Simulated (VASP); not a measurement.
**KAgF2: relaxation of cell and atoms with PBE**

The system is KAgF2.

```
K Ag F
1.0
     1.57037    0.90665    5.12881
    -1.57037    0.90665    5.12881
     0.00000   -1.81331    5.12881
K Ag F
1 1 2
Direct
  0.00000 0.00000 0.00000
  0.50000 0.50000 0.50000
  0.25000 0.25000 0.25000
  0.75000 0.75000 0.75000
```

The cell was built by a generator and needn't be a form met in nature.

| Property | Result |
| --- | --- |
| Program | VASP 6.6.1 |
| Task | relaxation of cell and atoms |
| Functional | PBE |
| Potentials or basis | VASP PAW PBE potentials, release 64 (K_sv, Ag, F) |
| Cutoff | 600 eV |
| k mesh | 8 × 8 × 8 |
| Occupations | fermi-dirac, width 0.02 eV |
| Spin | no spin polarisation |
| Dipole correction | no |
| Further INCAR settings | ALGO = Normal; EDIFF = 1e-07; IBRION = 2; EDIFFG = -0.005; NSW = 80; ISIF = 3 |

The relaxed volume is 17.05 Å³/atom, the relaxed cell is a = 6.241 Å, b = 6.241 Å, c = 6.241 Å, α = 34.12°, β = 34.12°, γ = 34.12° and the space group after relaxing (to 0.05 Å) is R-3m (No. 166). The energy gained by relaxing is 845.7 meV/atom and the ionic steps are 15. The pressure after relaxing is 0.0 GPa and the band gap on the k mesh is 1.76 eV, indirect (least direct gap 1.86 eV).

Forces on the atoms (eV/Å):
```
K    0.000  0.000  0.000
Ag   0.000  0.000  0.000
F    0.000  0.000 -0.002
F    0.000  0.000  0.002
```

Step by step:
| step | energy change (eV) | largest force (eV/Å) | pressure (GPa) | volume (Å³) |
| --- | --- | --- | --- | --- |
| 1 | 0.0000 | 0.5483 | 65.57 | 43.81 |
| 2 | -3.0934 | 0.2520 | -7.64 | 78.83 |
| 3 | -3.3508 | 0.3308 | 1.68 | 66.44 |
| 4 | -3.3608 | 0.3172 | -0.14 | 68.36 |
| 5 | -3.3601 | 0.3211 | 0.38 | 67.80 |
| 6 | -3.3683 | 0.2487 | 0.39 | 67.78 |
| 7 | -3.3805 | 0.0372 | 0.51 | 67.71 |
| 8 | -3.3808 | 0.0001 | 0.52 | 67.70 |
| 9 | -3.3820 | 0.0039 | -0.28 | 68.58 |
| 10 | -3.3821 | 0.0030 | -0.09 | 68.37 |
| 11 | -3.3825 | 0.0061 | -0.06 | 68.33 |
| 12 | -3.3828 | 0.0107 | -0.01 | 68.26 |
| 13 | -3.3828 | 0.0113 | -0.01 | 68.26 |
| 14 | -3.3829 | 0.0057 | 0.02 | 68.23 |
| 15 | -3.3829 | 0.0024 | 0.03 | 68.21 |

Final structure:
```
K Ag F
1.0
     1.83120    1.05724    5.87219
    -1.83120    1.05724    5.87219
     0.00000   -2.11448    5.87219
K Ag F
1 1 2
Direct
  0.00000 0.00000 0.00000
  0.50000 0.50000 0.50000
  0.24474 0.24474 0.24474
  0.75526 0.75526 0.75526
```

Levels at points of the mesh, in eV from the valence-band top:
```tsv
k point	band 15	band 16	band 17	band 18	band 19	band 20
(0.00, 0.00, 0.00)	-0.95	-0.10	-0.10	1.76	6.81	7.21
(0.50, 0.00, 0.00)	-0.75	-0.21	0.00	5.51	6.27	6.76
(0.50, 0.50, 0.00)	-0.76	-0.27	-0.03	5.36	6.78	7.58
(0.50, 0.50, 0.50)	-0.97	-0.03	-0.03	2.70	4.88	7.69
```

Run time: 13 min on 1 thread of Intel(R) Xeon(R) 6975P-C (Granite Rapids), with other jobs on the host, peak memory 0.39 GiB.

Caveat: the volume moved by over 15 % at a fixed basis, so the end points are rough. A k mesh can miss the band edges.
